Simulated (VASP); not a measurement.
An input for Ansatz (written as the equivalent of a VASP run, and not itself run):

Ansatz 0.2 input:
```yaml
crystal:
  lattice:
    - [4.0344229, 0.0000000, 0.0000000]
    - [0.0000000, 4.0344229, 0.0000000]
    - [0.0000000, 0.0000000, 4.0344229]
  atoms:
    - { symbol: Sc, position: [0.0000000, 0.0000000, 0.0000000] }
    - { symbol: Al, position: [0.0000000, 0.5000000, 0.5000000] }
    - { symbol: Al, position: [0.5000000, 0.0000000, 0.5000000] }
    - { symbol: Al, position: [0.5000000, 0.5000000, 0.0000000] }
kpoints:
  mp_grid: { grid: [8, 8, 8] }
hamiltonian:
  xc: lda
  pseudopotentials: { kind: paw }
scf:
  occupations: { method: methfessel_paxton, width: 0.1 }
  max_iter: 100
relax:
  max_steps: 40
  f_tol: 0.02
  cell: {}
output: { forces: true, stress: true, eigenvalues: true }
```

Question: Write the VASP files for the same calculation (LDA).

Answer: Several could match; the one computed here: 
**INCAR**
```
# general
SYSTEM =Al3Sc
PREC   =Accurate
ENCUT  =500   # plane-wave cut-off (eV)
LREAL  =.FALSE.   # projection in real space or not
LASPH  =.TRUE.   # aspherical one-centre terms

# electronic loop
EDIFF  =1E-6   # SCF stop (eV)
NELM   =100   # most electronic steps
ALGO   =Normal
LMAXMIX=4

# smearing
ISMEAR =1
SIGMA  =0.1

# ions
IBRION =2   # conjugate gradients
NSW    =40
ISIF   =3   # ions, shape and volume
EDIFFG =-0.02   # ionic stop

# output
LWAVE  =.FALSE.
LCHARG =.FALSE.
```

**KPOINTS**
```
Automatic mesh
0
Gamma
8 8 8
```

POSCAR:
```
Al3Sc
1
    4.0344228547     0.0000000000     0.0000000000
    0.0000000000     4.0344228547     0.0000000000
    0.0000000000     0.0000000000     4.0344228547
Sc Al
1 3
Direct
  0.0000000000   0.0000000000   0.0000000000
  0.0000000000   0.5000000000   0.5000000000
  0.5000000000   0.0000000000   0.5000000000
  0.5000000000   0.5000000000   0.0000000000
```

POTCAR, in this order: Sc_sv Al (LDA.64 set). Program: vasp_std.

What does not carry over: each code has its own PAW files, so the cut-off isn't converted (ENCUT is set for VASP's; basis.ecutwfc is left out, and Ansatz then takes the one that its files recommend); Ansatz stops its SCF on the density residual and VASP on the energy change (EDIFF); Ansatz's lda is the Perdew-Wang form, while the LDA potentials of VASP carry Perdew-Zunger's.

The compound is Al3Sc in the L1_2 structure. It was relaxed first.
